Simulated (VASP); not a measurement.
An input for Quantum ESPRESSO's pw.x (written as the equivalent of a VASP run, and not itself run):

```
&CONTROL
  calculation = 'vc-relax'
  pseudo_dir = './pseudo'
  outdir = './out'
  tprnfor = .true.
  tstress = .true.
  nstep = 40
  forc_conv_thr = 0.00078
/
&SYSTEM
  ibrav = 0
  nat = 5
  ntyp = 3
  ecutwfc = 84
  occupations = 'smearing'
  smearing = 'gaussian'
  degauss = 0.003675
  input_dft = 'pbesol'
/
&ELECTRONS
  conv_thr = 7.3e-08
  electron_maxstep = 100
/
&IONS
/
&CELL
/
ATOMIC_SPECIES
  Sr 87.620 Sr.upf
  Ti 47.867 Ti.upf
  O 15.999 O.upf
CELL_PARAMETERS angstrom
     3.8964091    0.0000000    0.0000000
     0.0000000    3.8964091    0.0000000
     0.0000000    0.0000000    3.8964091
ATOMIC_POSITIONS crystal
  Sr   0.0000000  0.0000000  0.0000000
  Ti   0.5000000  0.5000000  0.5000000
  O    0.5000000  0.0000000  0.5000000
  O    0.0000000  0.5000000  0.5000000
  O    0.5000000  0.5000000  0.0000000
K_POINTS automatic
  6 6 6 0 0 0
```

Q: Write the VASP files for the same calculation (PBEsol).

A: This is not unique; one that fits is 
INCAR:
```
SYSTEM = SrTiO3
PREC = Accurate; ENCUT = 620; LREAL = .FALSE.
LASPH = .TRUE.
EDIFF = 1E-6; NELM = 100; ALGO = Normal
LMAXMIX = 4
ISMEAR = 0; SIGMA = 0.05
GGA = PS
IBRION = 2; NSW = 40; ISIF = 3
EDIFFG = -0.02
LWAVE = .FALSE.; LCHARG = .FALSE.
```

### KPOINTS
```
Automatic mesh
0
Gamma
6 6 6
0 0 0
```

**POSCAR**
```
SrTiO3
1
    3.8964091187     0.0000000000     0.0000000000
    0.0000000000     3.8964091187     0.0000000000
    0.0000000000     0.0000000000     3.8964091187
Sr Ti O
1 1 3
Direct
  0.0000000000   0.0000000000   0.0000000000
  0.5000000000   0.5000000000   0.5000000000
  0.5000000000   0.0000000000   0.5000000000
  0.0000000000   0.5000000000   0.5000000000
  0.5000000000   0.5000000000   0.0000000000
```

POTCAR, in this order: Sr_sv Ti_sv O (PBE.64 set). Program: vasp_std.

What does not carry over: the potentials are each code's own (VASP's PAW set, PseudoDojo norm-conserving files in pw.x), so ENCUT and ecutwfc are chosen apart and not converted; conv_thr bounds pw.x's estimated SCF error, while EDIFF bounds the energy change between steps; forc_conv_thr acts on force components and is met together with etot_conv_thr.

The compound is SrTiO3 in the cubic perovskite structure, the ideal cubic form; the compound distorts at low or room temperature. This run relaxes it. Symmetry was kept, so distortions that lower it aren't found.
